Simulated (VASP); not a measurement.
Here is the system:

```
AlN
1.0
    0.00000     2.18418     2.18418
    2.18418     0.00000     2.18418
    2.18418     2.18418     0.00000
Al N
1 1
Direct
  0.00000   0.00000   0.00000
  0.25000   0.25000   0.25000
```

All values below come from r2SCAN meta-GGA, VASP's PBE PAW potentials (set 64) (plane waves; VASP). Run with 520 eV cut-off, 10×10×10 Γ-centred mesh, Gaussian smearing of 0.050 eV, potentials Al N.

Question: Give the energy at these volumes per atom, relative to the lowest: 9.79, 10.10, 10.41, 10.73, 11.04 Å³.

Answer: 28.0, 6.8, 0.0, 5.7, 22.2 meV/atom. A third-order Birch-Murnaghan fit gives B0 = 212 GPa and B0′ = 3.9.

The compound is AlN in the zinc blende structure, a metastable form; wurtzite is the usual one. It was relaxed first.
